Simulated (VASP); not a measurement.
The input files of a VASP run:

File POSCAR:
```
RbLaS2
1
    2.1322279270     1.2310421811     7.5730464110
   -2.1322279270     1.2310421811     7.5730464110
    0.0000000000    -2.4620843622     7.5730464110
Rb La S
1 1 2
Direct
  0.0000000000   0.0000000000   0.0000000000
  0.5000000000   0.5000000000   0.5000000000
  0.7672192920   0.7672192920   0.7672192920
  0.2327807080   0.2327807080   0.2327807080
```

KPOINTS:
```
Automatic
0
Gamma
  6 6 6
0 0 0
```

INCAR:
```
SYSTEM=RbLaS2
PREC=Accurate; ENCUT=400; LREAL=.FALSE.
LASPH=.TRUE.
EDIFF=1E-6; NELM=100; ALGO=Normal
LMAXMIX=6
ISMEAR=0; SIGMA=0.05
GGA=PS
IBRION=2; NSW=60; ISIF=3
EDIFFG=-0.02
LWAVE=.FALSE.; LCHARG=.FALSE.
```

POTCAR, in this order: Rb_sv La S (PBE.64 set). Program: vasp_std.

Question: Translate this PBEsol calculation to Quantum ESPRESSO's pw.x.

Answer: One equivalent input (not run):
```
&CONTROL
  calculation = 'vc-relax'
  pseudo_dir = './pseudo'
  outdir = './out'
  tprnfor = .true.
  tstress = .true.
  nstep = 60
  forc_conv_thr = 0.00078
/
&SYSTEM
  ibrav = 0
  nat = 4
  ntyp = 3
  ecutwfc = 110
  occupations = 'smearing'
  smearing = 'gaussian'
  degauss = 0.003675
  input_dft = 'pbesol'
/
&ELECTRONS
  conv_thr = 7.3e-08
  electron_maxstep = 100
/
&IONS
/
&CELL
/
ATOMIC_SPECIES
  Rb 85.468 Rb.upf
  La 138.905 La.upf
  S 32.060 S.upf
CELL_PARAMETERS angstrom
     2.1322279    1.2310422    7.5730464
    -2.1322279    1.2310422    7.5730464
     0.0000000   -2.4620844    7.5730464
ATOMIC_POSITIONS crystal
  Rb   0.0000000  0.0000000  0.0000000
  La   0.5000000  0.5000000  0.5000000
  S    0.7672193  0.7672193  0.7672193
  S    0.2327807  0.2327807  0.2327807
K_POINTS automatic
  6 6 6 0 0 0
```
Limits of the translation: the potentials are each code's own (VASP's PAW set, PseudoDojo norm-conserving files in pw.x), so ENCUT and ecutwfc are chosen apart and not converted; conv_thr bounds pw.x's estimated SCF error, while EDIFF bounds the energy change between steps; forc_conv_thr acts on force components and is met together with etot_conv_thr.

The structure comes from a computed database's RbLaS2 entry (R-3m); how it stands against other phases isn't given here. This run relaxes it. Symmetry was kept, so distortions that lower it aren't found. The start is the result of an earlier pass.
